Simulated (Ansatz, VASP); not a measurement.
# Hf16In14O53 (amorphous 30In2O3-70HfO2 (mol %)): VASP beside Ansatz, part 2 of 3

Wanted: the spread between two codes on one cell, functional and k mesh. Of the first pair: The structure shown is the start of the Ansatz relaxation below; VASP solves that cell, so the two are compared at the walk's first step.

VASP 6.6.1 and Ansatz 0.2.0.

So far: The starting structure; Ansatz: relaxation, revPBE.

### 3. VASP: single point, revPBE, start cell, pair 1

Level of this step: revPBE; plane waves and PAW (In_d, Hf_pv, O) (VASP).

The same cell, functional, mesh and smearing now go to VASP, with its own data sets.

Lines of VASP's logs that name or quote its potential files are left out, and so is its time.

Contents of INCAR:

```
SYSTEM = Hf16In14O53
PREC = Accurate
ENCUT = 520
EDIFF = 1E-06
NELM = 120
ISMEAR = 0
SIGMA = 0.025
LREAL = Auto
ALGO = Normal
GGA = RE
NBANDS = 392
LASPH = .TRUE.
LORBIT = 11
LWAVE = .FALSE.
LCHARG = .FALSE.
ISIF = 2
GGA_COMPAT = .FALSE.
EFERMI = MIDGAP
NCORE = 2
```

Contents of POSCAR:

```
Hf16In14O53
1.0
   10.4760800000      0.0000000000      0.0000000000
    0.0000000000     10.4760800000      0.0000000000
    0.0000000000      0.0000000000     10.4760800000
In Hf O
14 16 53
Direct
    0.3008759001      0.6778012386      0.8147322281
    0.4089220395      0.3313357668      0.7137593451
    0.3011718124      0.6585860360      0.2660346236
    0.7755668151      0.7123943307      0.8439607181
    0.0359485609      0.8902566609      0.3459595574
    0.9429863079      0.2239864529      0.9001172194
    0.0569965101      0.1926770319      0.1802391734
    0.1110338982      0.4542634268      0.3799035517
    0.2709983123      0.0397381463      0.8569140365
    0.9993432658      0.9010431383      0.0328271644
    0.2731937900      0.4049319975      0.9827530909
    0.5139517835      0.5677123504      0.5276592008
    0.5925689762      0.0919809700      0.4427992150
    0.6569155638      0.7362773098      0.3259807103
    0.6519900573      0.9695229513      0.7110484074
    0.7569625280      0.4065833785      0.7640739666
    0.0622083833      0.5188200166      0.7604943834
    0.5613263740      0.1814323678      0.9848053852
    0.3206638361      0.0417808951      0.2118445067
    0.4968079663      0.8246786966      0.0172870005
    0.2161209155      0.1396610182      0.5526208276
    0.3509518828      0.8412688716      0.5122335836
    0.8745924048      0.6163278631      0.5137226902
    0.5651827783      0.5061339738      0.0446636528
    0.9658288215      0.5428748158      0.0802113004
    0.0321971577      0.8909534864      0.6867072416
    0.4123202572      0.3355071744      0.3155092363
    0.7800914082      0.0396140541      0.2145840811
    0.8998117617      0.2073676413      0.5082912693
    0.7563897947      0.4030515231      0.2835029897
    0.8955258074      0.8721582882      0.2018884926
    0.6284984460      0.0063477942      0.0737680506
    0.2622354927      0.4675412941      0.7645607899
    0.5980385793      0.6948305091      0.1375419050
    0.3881700025      0.2537113119      0.5140376935
    0.7420619163      0.2035971470      0.3388099365
    0.9301761728      0.4317836443      0.9009190461
    0.9218142664      0.7205080526      0.9799562432
    0.6729043688      0.9341566693      0.3458068285
    0.6664324824      0.5485162389      0.8743633115
    0.4610407710      0.7167280128      0.3881031836
    0.5746806057      0.4501492925      0.3647833923
    0.0692243664      0.9891199762      0.8671086895
    0.1082656872      0.5850088965      0.2239291796
    0.1199589923      0.2681155547      0.9982837092
    0.9006994983      0.1115589037      0.0667329765
    0.1111293537      0.7170334705      0.7507770082
    0.6039377324      0.3168456140      0.1339718673
    0.7318099900      0.2450916755      0.8872020832
    0.5821643210      0.4156898382      0.6550541806
    0.2340761048      0.9454872433      0.6474463731
    0.3847622393      0.4589884766      0.1496838512
    0.5264469153      0.0961619232      0.8039839329
    0.1375800872      0.5508262633      0.9604642194
    0.3362517277      0.8604172553      0.8967762751
    0.2805629587      0.0137360539      0.4087024918
    0.8637963819      0.5807038511      0.7127475162
    0.3941073379      0.6887022627      0.6393612878
    0.2445953066      0.2350783881      0.2445762155
    0.3706348176      0.8497357790      0.1731945537
    0.8362956373      0.8847393300      0.7470160594
    0.8197340990      0.6058659346      0.3219333949
    0.0250857191      0.0651293232      0.5873475575
    0.9560732640      0.8041366618      0.5128540446
    0.7687035609      0.4941161198      0.1032924529
    0.4607353132      0.3498159617      0.9170319432
    0.0934414399      0.2765824621      0.4676940230
    0.4242999290      0.6325743981      0.9632801582
    0.3748157708      0.1011924308      0.0259543646
    0.7331940955      0.1097929760      0.5867652786
    0.1974116272      0.7787073027      0.3934200579
    0.2602595627      0.1974498095      0.7395514353
    0.3062595933      0.4906892655      0.3953673511
    0.9546414308      0.0855186291      0.3350489878
    0.0550969447      0.5341979061      0.5536899298
    0.9598533039      0.3691838932      0.2249791907
    0.9176810410      0.2904616994      0.7019324022
    0.6834140251      0.6785553375      0.5285373918
    0.5108017503      0.9545268841      0.5663377905
    0.6160987698      0.8320096830      0.8555203855
    0.8335942452      0.4054760941      0.4782227703
    0.1309077441      0.9908859039      0.1618735252
    0.4795114203      0.1421524082      0.2884953150
```

Contents of KPOINTS:

```
Automatic mesh
0
Gamma
1 1 1
0 0 0
```

The projector-augmented-wave data sets are In_d, Hf_pv and O (PBE family, release 64).

The run is started by

```sh
$ mpirun -np 8 vasp_gam
```

Numbers of over 12 decimals in the logs are rounded to 6 here.

What it wrote:

```text
[banner, memory and clock lines left out]
running    8 mpi-ranks, on    1 nodes
[...]
|                                                                             |
|               ----> ADVICE to this user running VASP <----                  |
|                                                                             |
|     You enforced a specific xc type in the INCAR file but a different       |
|     [... a line on the potential file left out ...]
|     I HOPE YOU KNOW WHAT YOU ARE DOING!                                     |
|                                                                             |

 LDA part: xc-table for (Slater+PW92), standard interpolation
 POSCAR, INCAR and KPOINTS ok, starting setup
[...]
entering main loop
       N       E                     dE             d eps       ncg     rms          rms(c)
DAV:   1     0.135356825825E+05    0.13536E+05   -0.31805E+05   784   0.224E+03
DAV:   2     0.219742158409E+04   -0.11338E+05   -0.10886E+05   864   0.694E+02
DAV:   3    -0.347287734699E+03   -0.25447E+04   -0.23360E+04   808   0.291E+02
DAV:   4    -0.753850235917E+03   -0.40656E+03   -0.39865E+03  1064   0.113E+02
[...]
DAV:  18    -0.635723032419E+03   -0.53425E-05   -0.11144E-05   944   0.975E-03    0.711E-03
DAV:  19    -0.635723034763E+03   -0.23442E-05   -0.66461E-06   752   0.558E-03    0.685E-03
DAV:  20    -0.635723035340E+03   -0.57645E-06   -0.93848E-07   568   0.337E-03
   1 F= -.63572304E+03 E0= -.63572304E+03  d E =0.000000E+00
```

From OUTCAR (step 3):

```text
  FREE ENERGIE OF THE ION-ELECTRON SYSTEM (eV)
  ---------------------------------------------------
  free  energy   TOTEN  =      -635.7230353399 eV

  energy  without entropy=     -635.7230353399  energy(sigma->0) =     -635.72303534

[... 2 further parts left out ...]
[key lines of the parts left out:]
E-fermi :   4.3870
```

Harder data sets than Hf_pv exist (the GW ones), and pressures, volumes and forces can shift noticeably with them.

### 4. Comparison

Known differences besides the potentials themselves: the data sets hold 916 valence electrons in Ansatz (on its PAW soft_1 files) and 660 in VASP; the cutoff is 420 eV in Ansatz and 520 eV in VASP (PREC = Accurate, projectors in real space); Ansatz makes its cores anew for this functional, VASP keeps those of its PBE data sets. Total energies have different zeros and are not compared.

Forces on 8 of the 83 atoms, those with the largest forces and the largest differences (eV/Å; atoms numbered as in POSCAR):

| atom | Ansatz x, y, z | VASP x, y, z |
| --- | --- | --- |
| Hf15 | -1.944, 1.341, 0.299 | -1.963, 1.349, 0.309 |
| O34 | -0.734, -0.306, -1.344 | -0.818, -0.317, -1.497 |
| O38 | 0.417, -1.015, 0.827 | 0.464, -1.137, 0.895 |
| O39 | 1.057, 0.239, -1.044 | 1.164, 0.328, -1.161 |
| O53 | 1.340, -0.729, -0.085 | 1.429, -0.747, -0.023 |
| O67 | -0.146, -1.368, 0.976 | -0.181, -1.532, 1.065 |
| O75 | -0.565, 0.424, 1.150 | -0.703, 0.489, 1.274 |
| O83 | -0.687, 0.307, -0.209 | -0.859, 0.366, -0.282 |

The forces differ by 71 meV/Å r.m.s., which is 12.2 % of the r.m.s. force of 0.577 eV/Å (both taken over all components).

### 5. Ansatz: relaxation, revPBE

This run makes the geometry at which the two programs are then compared. The cell compared in this pair holds 1120.14 Å³, against 1149.73 Å³ for the pair before.

The structure compared here is the end of the Ansatz relaxation.

Contents of input.yaml:

```yaml
crystal:
  lattice:
    - [10.47608, 0.0, 0.0]
    - [0.0, 10.47608, 0.0]
    - [0.0, 0.0, 10.47608]
  atoms:
    - { symbol: In, position: [0.30088, 0.6778, 0.81473] }
    - { symbol: In, position: [0.40892, 0.33134, 0.71376] }
    - { symbol: In, position: [0.30117, 0.65859, 0.26603] }
    - { symbol: In, position: [0.77557, 0.71239, 0.84396] }
    - { symbol: In, position: [0.03595, 0.89026, 0.34596] }
    - { symbol: In, position: [0.94299, 0.22399, 0.90012] }
    - { symbol: In, position: [0.057, 0.19268, 0.18024] }
    - { symbol: In, position: [0.11103, 0.45426, 0.3799] }
    - { symbol: In, position: [0.271, 0.03974, 0.85691] }
    - { symbol: In, position: [0.99934, 0.90104, 0.03283] }
    - { symbol: In, position: [0.27319, 0.40493, 0.98275] }
    - { symbol: In, position: [0.51395, 0.56771, 0.52766] }
    - { symbol: In, position: [0.59257, 0.09198, 0.4428] }
    - { symbol: In, position: [0.65692, 0.73628, 0.32598] }
    - { symbol: Hf, position: [0.65199, 0.96952, 0.71105] }
    - { symbol: Hf, position: [0.75696, 0.40658, 0.76407] }
    - { symbol: Hf, position: [0.06221, 0.51882, 0.76049] }
    - { symbol: Hf, position: [0.56133, 0.18143, 0.98481] }
    - { symbol: Hf, position: [0.32066, 0.04178, 0.21184] }
    - { symbol: Hf, position: [0.49681, 0.82468, 0.01729] }
    - { symbol: Hf, position: [0.21612, 0.13966, 0.55262] }
    - { symbol: Hf, position: [0.35095, 0.84127, 0.51223] }
    - { symbol: Hf, position: [0.87459, 0.61633, 0.51372] }
    - { symbol: Hf, position: [0.56518, 0.50613, 0.04466] }
    - { symbol: Hf, position: [0.96583, 0.54287, 0.08021] }
    - { symbol: Hf, position: [0.0322, 0.89095, 0.68671] }
    - { symbol: Hf, position: [0.41232, 0.33551, 0.31551] }
    - { symbol: Hf, position: [0.78009, 0.03961, 0.21458] }
    - { symbol: Hf, position: [0.89981, 0.20737, 0.50829] }
    - { symbol: Hf, position: [0.75639, 0.40305, 0.2835] }
    - { symbol: O, position: [0.89553, 0.87216, 0.20189] }
    - { symbol: O, position: [0.6285, 0.00635, 0.07377] }
    - { symbol: O, position: [0.26224, 0.46754, 0.76456] }
    - { symbol: O, position: [0.59804, 0.69483, 0.13754] }
    - { symbol: O, position: [0.38817, 0.25371, 0.51404] }
    - { symbol: O, position: [0.74206, 0.2036, 0.33881] }
    - { symbol: O, position: [0.93018, 0.43178, 0.90092] }
    - { symbol: O, position: [0.92181, 0.72051, 0.97996] }
    - { symbol: O, position: [0.6729, 0.93416, 0.34581] }
    - { symbol: O, position: [0.66643, 0.54852, 0.87436] }
    - { symbol: O, position: [0.46104, 0.71673, 0.3881] }
    - { symbol: O, position: [0.57468, 0.45015, 0.36478] }
    - { symbol: O, position: [0.06922, 0.98912, 0.86711] }
    - { symbol: O, position: [0.10827, 0.58501, 0.22393] }
    - { symbol: O, position: [0.11996, 0.26812, 0.99828] }
    - { symbol: O, position: [0.9007, 0.11156, 0.06673] }
    - { symbol: O, position: [0.11113, 0.71703, 0.75078] }
    - { symbol: O, position: [0.60394, 0.31685, 0.13397] }
    - { symbol: O, position: [0.73181, 0.24509, 0.8872] }
    - { symbol: O, position: [0.58216, 0.41569, 0.65505] }
    - { symbol: O, position: [0.23408, 0.94549, 0.64745] }
    - { symbol: O, position: [0.38476, 0.45899, 0.14968] }
    - { symbol: O, position: [0.52645, 0.09616, 0.80398] }
    - { symbol: O, position: [0.13758, 0.55083, 0.96046] }
    - { symbol: O, position: [0.33625, 0.86042, 0.89678] }
    - { symbol: O, position: [0.28056, 0.01374, 0.4087] }
    - { symbol: O, position: [0.8638, 0.5807, 0.71275] }
    - { symbol: O, position: [0.39411, 0.6887, 0.63936] }
    - { symbol: O, position: [0.2446, 0.23508, 0.24458] }
    - { symbol: O, position: [0.37063, 0.84974, 0.17319] }
    - { symbol: O, position: [0.8363, 0.88474, 0.74702] }
    - { symbol: O, position: [0.81973, 0.60587, 0.32193] }
    - { symbol: O, position: [0.02509, 0.06513, 0.58735] }
    - { symbol: O, position: [0.95607, 0.80414, 0.51285] }
    - { symbol: O, position: [0.7687, 0.49412, 0.10329] }
    - { symbol: O, position: [0.46074, 0.34982, 0.91703] }
    - { symbol: O, position: [0.09344, 0.27658, 0.46769] }
    - { symbol: O, position: [0.4243, 0.63257, 0.96328] }
    - { symbol: O, position: [0.37482, 0.10119, 0.02595] }
    - { symbol: O, position: [0.73319, 0.10979, 0.58677] }
    - { symbol: O, position: [0.19741, 0.77871, 0.39342] }
    - { symbol: O, position: [0.26026, 0.19745, 0.73955] }
    - { symbol: O, position: [0.30626, 0.49069, 0.39537] }
    - { symbol: O, position: [0.95464, 0.08552, 0.33505] }
    - { symbol: O, position: [0.0551, 0.5342, 0.55369] }
    - { symbol: O, position: [0.95985, 0.36918, 0.22498] }
    - { symbol: O, position: [0.91768, 0.29046, 0.70193] }
    - { symbol: O, position: [0.68341, 0.67856, 0.52854] }
    - { symbol: O, position: [0.5108, 0.95453, 0.56634] }
    - { symbol: O, position: [0.6161, 0.83201, 0.85552] }
    - { symbol: O, position: [0.83359, 0.40548, 0.47822] }
    - { symbol: O, position: [0.13091, 0.99089, 0.16187] }
    - { symbol: O, position: [0.47951, 0.14215, 0.2885] }
kpoints:
  mp_grid: { grid: [1, 1, 1] }
hamiltonian:
  xc: revpbe
  pseudopotentials: { kind: paw, azcp: { folder: soft_1 } }
scf:
  occupations: { method: gaussian, width: 0.025 }
output:
  forces: true
relax:
  f_tol: 0.05
  max_steps: 150
  cell: {}
```

The run is started by

```sh
$ ansatz run input.yaml --threads 4 --pin off --max-ram 8192MiB --backend cpu --events-out ev --progress --plain --runs-dir out
```

What it wrote:

```text
[...]
Crystal: 83 atoms, lattice volume = 1149.731 Å³
Basis set: ecut = 420 eV, 22575 PW (Γ), exchange–correlation on 144×144×144 points (8 copies of the dense FFT grid, shifted against one another)
Bands: 550, of which v1, the nominal top of the filled ones, is band 458 counted from 1 (457 counted from 0)
Symmetry: 1 space group operations
[...]
k-points: 1
[...]
- { symbol: O, position: [0.251452, 0.455037, 0.765967] }
    - { symbol: O, position: [0.599257, 0.707515, 0.128034] }
    - { symbol: O, position: [0.400713, 0.225876, 0.531996] }
    - { symbol: O, position: [0.756783, 0.209220, 0.335878] }
    - { symbol: O, position: [0.940825, 0.430651, 0.908007] }
    - { symbol: O, position: [0.914304, 0.721563, 0.988953] }
[...]
- { symbol: O, position: [0.611720, 0.851684, 0.857618] }
    - { symbol: O, position: [0.844499, 0.403750, 0.470453] }
    - { symbol: O, position: [0.140280, 0.987271, 0.161529] }
    - { symbol: O, position: [0.486259, 0.150154, 0.284052] }
[key lines of the parts left out:]
P = ⅓ Tr σ = -0.0048 GPa (-0.048 kbar)
```

(Part 2 of 3 ends here.)

[Lines on the potential files, build, host, timing and source positions are cut from VASP's logs without a mark.]

[Logs are printed without paths, hosts, clocks, repeated set-up lines and the standing remarks that a program may print on its own settings, such as how far it seeks lower states.]

[Hosts, paths, dates, database ids (printed as entryN), source tags and the programs' standing remarks are cut or masked in the printed files.]
